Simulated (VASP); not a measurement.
OSZICAR of a VASP run on Rh (fcc):

File OSZICAR:
```
       N       E                     dE             d eps       ncg     rms          rms(c)
DAV:   1     0.156821566014E+03    0.15682E+03   -0.10730E+04  3240   0.182E+03
DAV:   2     0.576190551738E+01   -0.15106E+03   -0.14487E+03  3487   0.516E+02
DAV:   3     0.234365024592E+01   -0.34183E+01   -0.33479E+01  3864   0.959E+01
DAV:   4     0.229881266752E+01   -0.44838E-01   -0.44796E-01  4066   0.116E+01
DAV:   5     0.229752255387E+01   -0.12901E-02   -0.12901E-02  4436   0.161E+00    0.152E+01
DAV:   6    -0.154132414321E+02   -0.17711E+02   -0.24955E+01  3190   0.863E+01    0.331E+00
DAV:   7    -0.149321753061E+02    0.48107E+00   -0.10421E+00  3478   0.149E+01    0.147E+00
DAV:   8    -0.157767274460E+02   -0.84455E+00   -0.42498E-01  3196   0.100E+01    0.900E-01
DAV:   9    -0.157819778778E+02   -0.52504E-02   -0.10732E-02  3789   0.139E+00    0.110E-01
DAV:  10    -0.157834299884E+02   -0.14521E-02   -0.11283E-03  3391   0.485E-01    0.591E-02
DAV:  11    -0.157835178950E+02   -0.87907E-04   -0.26740E-04  3436   0.250E-01    0.320E-02
DAV:  12    -0.157838736570E+02   -0.35576E-03   -0.12725E-04  3653   0.220E-01    0.198E-02
DAV:  13    -0.157838872830E+02   -0.13626E-04   -0.79097E-06  3727   0.454E-02    0.510E-03
DAV:  14    -0.157838908766E+02   -0.35935E-05   -0.24606E-06  3433   0.236E-02    0.193E-03
DAV:  15    -0.157838927947E+02   -0.19181E-05   -0.93155E-08  2511   0.464E-03    0.871E-04
DAV:  16    -0.157838928037E+02   -0.89913E-08   -0.24064E-08  1787   0.277E-03
   1 F= -.15783893E+02 E0= -.15783685E+02  d E =-.623853E-03
```

Which electronic solver shows in the log?

It is blocked Davidson (ALGO = Normal, or the opening steps of other solvers). The INCAR had ALGO = Normal.

Can the final energy be trusted as converged?

Self-consistency was reached. It stopped with EDIFF = 1E-7, NELM = 100 (TPSS meta-GGA, plane waves, VASP's PBE PAW potentials (set 64)).

The compound is Rh in the fcc structure. This cell is one point of a volume scan, at 0.94 of the reference volume.
